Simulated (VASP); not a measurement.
```yaml
crystal:
  lattice:
    - [0.00000, 2.35980, 2.35980]
    - [2.35980, 0.00000, 2.35980]
    - [2.35980, 2.35980, 0.00000]
  atoms:
    - { symbol: Ca, position: [0.00000, 0.00000, 0.00000] }
    - { symbol: O, position: [0.50000, 0.50000, 0.50000] }
```

Level of theory: LDA (Ceperley-Alder, Perdew-Zunger), VASP's LDA PAW potentials (set 64) (plane waves; VASP). Run with 520 eV cut-off, 10×10×10 Γ-centred mesh, Gaussian smearing of 0.010 eV, potentials Ca_sv O.

Question: Give the electronic dielectric tensor ε∞ (DFPT, local fields included).

Answer: 
```
3.88  0.00  0.00
0.00  3.88  0.00
0.00  0.00  3.88
```

Question: Give the Born effective charges.

Answer: 
```
atom   Z*xx   Z*yy   Z*zz   mean
----  -----  -----  -----  -----
Ca1    2.37   2.37   2.37   2.37
O2    -2.37  -2.37  -2.37  -2.37
```

Question: And the static tensor with the ions free?

Answer: 
```
14.6  0.00  0.00
0.00  14.6  0.00
0.00  0.00  14.6
```

Question: Which frequencies do the optical Γ-point modes have (no LO-TO splitting)?

Answer: 293 (×3) cm⁻¹.

The structure comes from a computed database's CaO entry (Fm-3m); how it stands against other phases isn't given here. It was relaxed first, which changed the volume by -5 %.
